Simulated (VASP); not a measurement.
All values below come from optB88-vdW, VASP's PBE PAW potentials (set 64) (plane waves; VASP).

A VASP calculation is set up with these files.

POSCAR:
```
Dy
1
    1.7950000000    -3.1090310000     0.0000000000
    1.7950000000     3.1090310000     0.0000000000
    0.0000000000     0.0000000000     5.6500000000
Dy
2
Direct
  0.3333330000   0.6666670000   0.2500000000
  0.6666670000   0.3333330000   0.7500000000
```

### INCAR
```
SYSTEM = Dy
PREC = Accurate
ENCUT = 520
EDIFF = 1E-6
NELM = 100
ALGO = Normal
LREAL = .FALSE.
LASPH = .TRUE.
ISMEAR = 1
SIGMA = 0.1
GGA = BO
PARAM1 = 0.1833333333
PARAM2 = 0.22
LUSE_VDW = .TRUE.
AGGAC = 0.0
LMAXMIX = 6
LWAVE = .FALSE.
LCHARG = .FALSE.
IBRION = 2
ISIF = 3
NSW = 60
EDIFFG = -0.01
```

File KPOINTS:
```
kpoints
0
gamma
 11 11 6
0 0 0
```

POTCAR, in this order: Dy_3 (PBE.64 set). Program: vasp_std.

Output of the run:

**OSZICAR**
```
       N       E                     dE             d eps       ncg     rms          rms(c)
DAV:   1     0.572163517608E+02    0.57216E+02   -0.88182E+03  1664   0.124E+03
DAV:   2    -0.209091773565E+00   -0.57425E+02   -0.56264E+02  1689   0.316E+02
DAV:   3    -0.355941323564E+01   -0.33503E+01   -0.31009E+01  2327   0.410E+01
DAV:   4    -0.369078182000E+01   -0.13137E+00   -0.12995E+00  2196   0.894E+00
DAV:   5    -0.369460256083E+01   -0.38207E-02   -0.38152E-02  2392   0.108E+00    0.234E+01
DAV:   6    -0.371369296765E+01   -0.19090E-01   -0.17416E-02  2433   0.124E+00    0.140E+01
DAV:   7    -0.373224848406E+01   -0.18556E-01   -0.35698E-02  2405   0.178E+00    0.226E-01
DAV:   8    -0.373257739693E+01   -0.32891E-03   -0.17720E-03  1979   0.342E-01    0.812E-02
DAV:   9    -0.373270337599E+01   -0.12598E-03   -0.32357E-04  1999   0.136E-01    0.356E-02
DAV:  10    -0.373270425162E+01   -0.87563E-06   -0.80422E-05  2050   0.726E-02    0.677E-02
DAV:  11    -0.373270599977E+01   -0.17481E-05   -0.22668E-05  1884   0.345E-02    0.206E-03
DAV:  12    -0.373270639832E+01   -0.39855E-06   -0.11073E-06  1242   0.110E-02
   1 F= -.37327064E+01 E0= -.37329482E+01  d E =-.373271E+01
       N       E                     dE             d eps       ncg     rms          rms(c)
DAV:   1    -0.379888547906E+01   -0.66179E-01   -0.12592E+00  1664   0.919E+00    0.141E+00
DAV:   2    -0.375837549099E+01    0.40510E-01   -0.97683E-02  1849   0.332E+00    0.657E-01
DAV:   3    -0.373881834393E+01    0.19557E-01   -0.42923E-02  2448   0.178E+00    0.204E-01
DAV:   4    -0.373857176214E+01    0.24658E-03   -0.29974E-03  2108   0.477E-01    0.153E-01
DAV:   5    -0.373857011296E+01    0.16492E-05   -0.32494E-04  1759   0.137E-01    0.165E-02
DAV:   6    -0.373856604303E+01    0.40699E-05   -0.23705E-05  2620   0.478E-02    0.981E-03
DAV:   7    -0.373856394640E+01    0.20966E-05   -0.10312E-06  1050   0.102E-02    0.376E-03
DAV:   8    -0.373856384489E+01    0.10151E-06   -0.44251E-07   937   0.665E-03
   2 F= -.37385638E+01 E0= -.37386258E+01  d E =-.585745E-02
       N       E                     dE             d eps       ncg     rms          rms(c)
DAV:   1    -0.374029226144E+01   -0.17283E-02   -0.31635E-02  1664   0.146E+00    0.226E-01
DAV:   2    -0.373928401903E+01    0.10082E-02   -0.24564E-03  1819   0.528E-01    0.104E-01
DAV:   3    -0.373879423831E+01    0.48978E-03   -0.10469E-03  2463   0.276E-01    0.310E-02
DAV:   4    -0.373878439967E+01    0.98386E-05   -0.79672E-05  2088   0.782E-02    0.227E-02
DAV:   5    -0.373878177083E+01    0.26288E-05   -0.79315E-06  1714   0.220E-02    0.261E-03
DAV:   6    -0.373878169817E+01    0.72665E-07   -0.43010E-07   892   0.722E-03
   3 F= -.37387817E+01 E0= -.37388695E+01  d E =-.607530E-02
       N       E                     dE             d eps       ncg     rms          rms(c)
DAV:   1    -0.373879703396E+01   -0.15263E-04   -0.35445E-04  1664   0.155E-01    0.245E-02
DAV:   2    -0.373878539691E+01    0.11637E-04   -0.27965E-05  1854   0.562E-02    0.113E-02
DAV:   3    -0.373877981535E+01    0.55816E-05   -0.12240E-05  2455   0.298E-02    0.327E-03
DAV:   4    -0.373877958437E+01    0.23097E-06   -0.75571E-07   847   0.843E-03
   4 F= -.37387796E+01 E0= -.37388702E+01  d E =-.607319E-02
       N       E                     dE             d eps       ncg     rms          rms(c)
DAV:   1    -0.373943469239E+01   -0.65488E-03   -0.21468E-02  1664   0.112E+00    0.951E-02
DAV:   2    -0.373914822711E+01    0.28647E-03   -0.49240E-04  2179   0.243E-01    0.663E-02
DAV:   3    -0.373900824513E+01    0.13998E-03   -0.16188E-04  2341   0.108E-01    0.325E-02
DAV:   4    -0.373900635781E+01    0.18873E-05   -0.29605E-05  2397   0.420E-02    0.167E-02
DAV:   5    -0.373900610583E+01    0.25197E-06   -0.10555E-06   930   0.899E-03
   5 F= -.37390061E+01 E0= -.37391143E+01  d E =-.226521E-03
       N       E                     dE             d eps       ncg     rms          rms(c)
DAV:   1    -0.374160505018E+01   -0.25987E-02   -0.12170E-01  1664   0.266E+00    0.225E-01
DAV:   2    -0.373999850847E+01    0.16065E-02   -0.27661E-03  2179   0.576E-01    0.159E-01
DAV:   3    -0.373920894108E+01    0.78957E-03   -0.92347E-04  2328   0.258E-01    0.752E-02
DAV:   4    -0.373920017930E+01    0.87618E-05   -0.16950E-04  2405   0.100E-01    0.381E-02
DAV:   5    -0.373920001809E+01    0.16121E-06   -0.67401E-06  2002   0.207E-02
   6 F= -.37392000E+01 E0= -.37394408E+01  d E =-.420434E-03
```

### OUTCAR
```
------------------------ aborting loop because EDIFF is reached ----------------------------------------
  FORCE on cell =-STRESS in cart. coord.  units (eV):
  Direction    XX          YY          ZZ          XY          YZ          ZX
  --------------------------------------------------------------------------------------
  Total       -0.0022796     -0.0022796     -0.0012279      0.0000000      0.0000000      0.0000000
  in kB       -0.0592439     -0.0592439     -0.0319116      0.0000000      0.0000000      0.0000000
  external PRESSURE =      -0.0501331 kB  Pullay stress =       0.0000000 kB
  volume of cell :       61.65
      direct lattice vectors                 reciprocal lattice vectors
     1.791193365 -3.102437716 -0.000000000     0.279143508 -0.161163590  0.000000000
     1.791193365  3.102437716 -0.000000000     0.279143508  0.161163590  0.000000000
    -0.000000000 -0.000000000  5.546891627     0.000000000  0.000000000  0.180281150
 POSITION                                       TOTAL-FORCE (eV/Angst)
 -----------------------------------------------------------------------------------
      1.79119      1.03415      1.38672        -0.000000      0.000000      0.000000
      1.79119     -1.03415      4.16017         0.000000     -0.000000      0.000000
 -----------------------------------------------------------------------------------
    total drift:                                0.000000      0.000100     -0.000011
  FREE ENERGIE OF THE ION-ELECTRON SYSTEM (eV)
  ---------------------------------------------------
  free  energy   TOTEN  =        -3.7392000181 eV

  energy  without entropy=       -3.7399223838  energy(sigma->0) =       -3.73944081

 reached required accuracy - stopping structural energy minimisation
```
(Selected blocks of OUTCAR.)

### CONTCAR
```
Dy
   1.00000000000000
     1.7911933651509511   -3.1024377163383852   -0.0000000000000000
     1.7911933651509511    3.1024377163383852   -0.0000000000000000
    -0.0000000000000000   -0.0000000000000000    5.5468916267054169
  Dy
     2
Direct
     0.3333330000000032    0.6666669999999968    0.2500000000000000
     0.6666669999999968    0.3333330000000032    0.7500000000000000
```

The 4f electrons are frozen in the core of the lanthanide potential, so 4f levels, which can set the real gap, and their magnetism are missing. Energy and stress use the plane-wave basis of the starting cell.

The compound is Dy in the hcp structure. This run relaxes it. Symmetry was kept, so distortions that lower it aren't found.
